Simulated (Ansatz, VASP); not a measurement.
# Cross-check of CoICl (1T-CoClI monolayer) between VASP and Ansatz, part 2 of 2

Aim: how closely do two programs agree when they are given the same cell, functional and k mesh? The structure shown is the end of the Ansatz relaxation below.

VASP 6.6.1 and Ansatz 0.2.0.

So far: Set-up; Ansatz: relaxation, PBE with D3(BJ).

## 3. VASP: single point, PBE with D3(BJ)

Level of this step: PBE with D3(BJ), spin-polarised from a ferromagnetic start; plane waves and PAW (I, Co, Cl) (VASP).

The same cell, functional, mesh and smearing now go to VASP, with its own data sets.

Lines of VASP's logs that name or quote its potential files are left out, and so is its time.

File INCAR:

```
SYSTEM = CoICl
PREC = Accurate
ENCUT = 520
EDIFF = 1E-06
NELM = 200
ISMEAR = -1
SIGMA = 0.05
LREAL = .FALSE.
ALGO = Normal
GGA = PE
IVDW = 12
NBANDS = 21
ISPIN = 2
MAGMOM = 0.15 2.33 0.15
LASPH = .TRUE.
LMAXMIX = 4
LORBIT = 11
LWAVE = .FALSE.
LCHARG = .FALSE.
ISIF = 2
LDIPOL = .TRUE.
IDIPOL = 3
DIPOL = 0.5 0.5 0.503
LVHAR = .TRUE.
GGA_COMPAT = .FALSE.
NELMDL = -8
KPAR = 2
```

File POSCAR:

```
CoICl
1.0
    3.7369375079      0.0000000000      0.0000000000
   -1.8684687539      3.2362828142      0.0000000000
    0.0000000000      0.0000000000     35.9793226425
I Co Cl
1 1 1
Direct
    0.6666666667      0.3333333333      0.4609544183
    0.0000000000      0.0000000000      0.5078937489
    0.3333333333      0.6666666667      0.5407471811
```

File KPOINTS:

```
Automatic mesh
0
Gamma
12 12 1
0 0 0
```

The projector-augmented-wave data sets are I, Co and Cl (PBE family, release 64).

On the command line:

```sh
$ mpirun -np 2 vasp_std
```

Numbers of over 12 decimals in the logs are rounded to 6 here.

Log:

```text
[banner, memory and clock lines left out]
running    2 mpi-ranks, on    1 nodes
 distrk:  each k-point on    1 cores,    2 groups
 distr:  one band on    1 cores,    1 groups

 POSCAR found type information on POSCAR I CoCl
 POSCAR found :  3 types and       3 ions
 LDA part: xc-table for (Slater+PW92), standard interpolation
 POSCAR, INCAR and KPOINTS ok, starting setup
 FFT: planning ... GRIDC
 FFT: planning ... GRID_SOFT
 FFT: planning ... GRID
 WAVECAR not read
 entering main loop
       N       E                     dE             d eps       ncg     rms          rms(c)
DAV:   1     0.175353565340E+03    0.17535E+03   -0.65746E+03  1596   0.730E+02
DAV:   2     0.172795471448E+02   -0.15807E+03   -0.14601E+03  2265   0.175E+02
DAV:   3    -0.110279910170E+02   -0.28308E+02   -0.27694E+02  2189   0.741E+01
DAV:   4    -0.119851005180E+02   -0.95711E+00   -0.95448E+00  2104   0.176E+01
DAV:   5    -0.120084772807E+02   -0.23377E-01   -0.23374E-01  2425   0.279E+00
DAV:   6    -0.120087746752E+02   -0.29739E-03   -0.29739E-03  2239   0.279E-01
DAV:   7    -0.120087839818E+02   -0.93066E-05   -0.93064E-05  2517   0.481E-02
DAV:   8    -0.120087840450E+02   -0.63232E-07   -0.63230E-07  1951   0.446E-03    0.125E+01
DAV:   9    -0.134490341753E+02   -0.14403E+01   -0.18496E+01  2025   0.588E+01    0.219E+01
DAV:  10    -0.110134756746E+02    0.24356E+01   -0.12655E+01  2122   0.526E+01    0.636E+00
DAV:  11    -0.110578329142E+02   -0.44357E-01   -0.96483E-01  2053   0.729E+00    0.303E+00
DAV:  12    -0.110655024169E+02   -0.76695E-02   -0.43896E-01  2170   0.946E+00    0.268E+00
DAV:  13    -0.110332884784E+02    0.32214E-01   -0.17879E-01  2129   0.516E+00    0.132E+00
DAV:  14    -0.110342520520E+02   -0.96357E-03   -0.33739E-02  2268   0.245E+00    0.554E-01
[...]
DAV:  31    -0.110904189882E+02   -0.50477E-03   -0.14032E-06  1838   0.854E-03    0.290E-03
DAV:  32    -0.110907688832E+02   -0.34990E-03   -0.10014E-06  1711   0.947E-03    0.393E-03
DAV:  33    -0.110909541240E+02   -0.18524E-03   -0.31553E-07  1757   0.690E-03    0.154E-03
DAV:  34    -0.110910126872E+02   -0.58563E-04   -0.95213E-08  1780   0.374E-03    0.734E-04
DAV:  35    -0.110910209083E+02   -0.82211E-05   -0.23478E-08  1729   0.164E-03    0.496E-04
DAV:  36    -0.110910259579E+02   -0.50496E-05   -0.89956E-09  1623   0.537E-04    0.268E-04
DAV:  37    -0.110910280230E+02   -0.20651E-05   -0.78742E-09  1665   0.739E-04    0.116E-04
DAV:  38    -0.110910286216E+02   -0.59861E-06   -0.13999E-09  1800   0.304E-04
   1 F= -.11744715E+02 E0= -.11735196E+02  d E =-.190393E-01  mag=     2.8047
```

Parts of OUTCAR (step 3):

```text
ion  position               nearest neighbor table
   1  0.667  0.333  0.461-   2 2.74   2 2.74   2 2.74
   2  0.000  0.000  0.508-   3 2.46   3 2.46   3 2.46   1 2.74   1 2.74   1 2.74
   3  0.333  0.667  0.541-   2 2.46   2 2.46   2 2.46

  LATTYP: Found a hexagonal cell.
 ALAT       =     3.7369375079
 C/A-ratio  =     9.6280236334

 Subroutine GETGRP returns: Found  6 space group operations
 (whereof  6 operations were pure point group operations)

The static configuration has the point symmetry C_3v.

 Found     19 irreducible k-points:

   k-points           NKPTS =     19   k-points in BZ     NKDIM =     19   number of bands    NBANDS=     21

   dimension x,y,z NGX =    28 NGY =   28 NGZ =  270
   dimension x,y,z NGXF=    56 NGYF=   56 NGZF=  540

   ENCUT  =  520.0 eV  38.22 Ry    6.18 a.u.   6.95  6.95 66.90*2*pi/ulx,y,z

   NELECT =      23.0000    total number of electrons

 k-points in reciprocal lattice and weights: Automatic mesh
   0.00000000  0.00000000  0.00000000       0.007
   0.08333333  0.00000000  0.00000000       0.042
   0.16666667  0.00000000  0.00000000       0.042
   0.25000000  0.00000000  0.00000000       0.042
   0.33333333  0.00000000  0.00000000       0.042
   0.41666667 -0.00000000  0.00000000       0.042
   0.50000000  0.00000000  0.00000000       0.021
   0.08333333  0.08333333  0.00000000       0.042
   0.16666667  0.08333333  0.00000000       0.083
[...]
0.33333333  0.25000000  0.00000000       0.083
   0.33333333  0.33333333  0.00000000       0.014

 dipolmoment           0.000000      0.000000      0.045238 electrons x Angstroem

 average (electrostatic) potential at core
       1 -99.6880       2 -92.5154       3 -99.5926

 E-fermi :  -3.8021

 spin component 1
 k-point     1 :       0.0000    0.0000    0.0000
  band No.  band energies     occupation
    ...
      7      -6.0199      1.00000
      8      -6.0199      1.00000
      9      -5.9212      1.00000
     10      -5.3275      1.00000
     11      -5.3275      1.00000
     12      -3.5715      0.00985
     13      -3.5715      0.00985
     14      -0.3580      0.00000
     15       0.9253      0.00000
     16       1.4508      0.00000
    ...

 k-point     2 :       0.0833    0.0000    0.0000
  band No.  band energies     occupation
    ...
      8      -6.0865      1.00000
      9      -5.9061      1.00000
     10      -5.3635      1.00000
     11      -5.3072      1.00000
     12      -3.9336      0.93281
     13      -3.6436      0.04037
     14      -0.1329      0.00000
     15       1.0534      0.00000
     16       1.5636      0.00000
     17       1.8320      0.00000
    ...

 k-point     3 :       0.1667    0.0000    0.0000
  band No.  band energies     occupation
    ...
      9      -5.8293      1.00000
     10      -5.4037      1.00000
     11      -5.3011      1.00000
     12      -4.6298      1.00000
     13      -3.8061      0.52038
     14       0.3933      0.00000
     15       1.2908      0.00000
     16       1.8281      0.00000
     17       1.9107      0.00000
     18       2.2301      0.00000
    ...

 k-point     4 :       0.2500    0.0000    0.0000
  band No.  band energies     occupation
    ...
      9      -5.9120      1.00000
     10      -5.5406      1.00000
     11      -5.3764      1.00000
     12      -4.9355      1.00000
     13      -3.9564      0.95636
     14       0.7525      0.00000
     15       1.2129      0.00000
     16       1.9589      0.00000
     17       2.3425      0.00000
     18       2.6518      0.00000
    ...

 k-point     5 :       0.3333    0.0000    0.0000
  band No.  band energies     occupation
    ...
      9      -6.2797      1.00000
     10      -5.6060      1.00000
     11      -5.5229      1.00000
     12      -4.7753      1.00000
     13      -4.0422      0.99186
     14       0.2430      0.00000
     15       1.5836      0.00000
     16       2.1295      0.00000
     17       2.9751      0.00000
     18       3.0721      0.00000
    ...

 k-point     6 :       0.4167   -0.0000    0.0000
  band No.  band energies     occupation
    ...
      9      -6.4917      1.00000
     10      -5.6656      1.00000
     11      -5.6420      1.00000
     12      -4.5794      1.00000
     13      -4.0769      0.99592
     14      -0.2002      0.00000
     15       1.5676      0.00000
     16       2.4223      0.00000
     17       3.3177      0.00000
     18       3.7003      0.00000
    ...

 Edisp (eV)   -0.65369

  Total      -0.09804    -0.09804    -0.04156    -0.00000    -0.00000    -0.00000
  in kB      -0.36099    -0.36099    -0.15304    -0.00000    -0.00000    -0.00000
  external pressure =       -0.29 kB  Pullay stress =        0.00 kB

  energy-cutoff  :      520.00
  volume of cell :      435.13
      direct lattice vectors                 reciprocal lattice vectors
     3.736937508  0.000000000  0.000000000     0.267598802  0.154498240  0.000000000
    -1.868468754  3.236282814  0.000000000     0.000000000  0.308996481  0.000000000
     0.000000000  0.000000000 35.979322643     0.000000000  0.000000000  0.027793742

 POSITION                                       TOTAL-FORCE (eV/Angst)
 -----------------------------------------------------------------------------------
      1.86847      1.07876     16.58483        -0.000000      0.000000      0.006255
      0.00000      0.00000     18.27367         0.000000     -0.000000      0.009468
     -0.00000      2.15752     19.45572         0.000000     -0.000000     -0.015723
 -----------------------------------------------------------------------------------
    total drift:                                0.000000     -0.000000      0.000773

  FREE ENERGIE OF THE ION-ELECTRON SYSTEM (eV)
  ---------------------------------------------------
  free  energy   TOTEN  =       -11.7447153536 eV

  energy  without entropy=      -11.7256760234  energy(sigma->0) =      -11.73519569

 vacuum level on the upper side and lower side of the slab         2.022         1.345

 total charge
# of ion       s       p       d       tot
------------------------------------------
    1        1.518   2.760   0.032   4.311
    2        0.293   0.299   7.159   7.752
    3        1.599   3.496   0.000   5.096
--------------------------------------------------
tot          3.411   6.555   7.192  17.158

 magnetization (x)
# of ion       s       p       d       tot
------------------------------------------
    1        0.011   0.148   0.003   0.162
    2        0.012   0.009   2.308   2.329
    3        0.010   0.136   0.000   0.145
--------------------------------------------------
tot          0.033   0.293   2.311   2.637

[... 6 further parts left out ...]
```

The cell holds one magnetic atom, so no antiferromagnetic order fits into it.

## 4. Differences

Known differences besides the potentials themselves: VASP starts from the moments at which Ansatz ended; Ansatz cuts the interaction across the vacuum, VASP repeats the sheet with a dipole correction; the data sets hold 41 valence electrons in Ansatz (on its PAW soft_1 files) and 23 in VASP; the cutoff is 420 eV in Ansatz and 520 eV in VASP; site moments are counted in spheres of each program's own size. Total energies have different zeros and are not compared.

Both answers:

| quantity | Ansatz | VASP | difference |
| --- | --- | --- | --- |
| total moment (μB) | 2.83 | 2.80 | +0.02 |
| moment on Co2 (μB) | 2.33 | 2.33 | 0.00 |
| moment on I1 (μB) | 0.15 | 0.16 | -0.01 |
| moment on Cl3 (μB) | 0.15 | 0.14 | 0.00 |

At this near-relaxed geometry the largest component of a force difference is 15 meV/Å. With vacuum in the cell, a pressure given here is an average over mostly empty space and none of the material.

## 5. Results

* difference in total moment (single point, PBE with D3(BJ)): 0.025 μB
* r.m.s. force difference (single point, PBE with D3(BJ)): 6.2 meV/Å

**Reading.** The r.m.s. force difference is 6.2 meV/Å (single point, PBE with D3(BJ)), within the 12 meV/Å picked in this series as the mark of a large difference. The data sets hold unlike numbers of valence electrons (41 in Ansatz and 23 in VASP), so part of the differences comes from the potentials. Such differences can come from data sets, numerical settings and the points named under the comparisons, not from the functional's error against experiment.

[Lines on the potential files, build, host, timing and source positions are cut from VASP's logs without a mark.]

[Logs are printed without paths, hosts, clocks, repeated set-up lines and the standing remarks that a program may print on its own settings, such as how far it seeks lower states.]

[Hosts, paths, dates, database ids (printed as entryN), source tags and the programs' standing remarks are cut or masked in the printed files.]
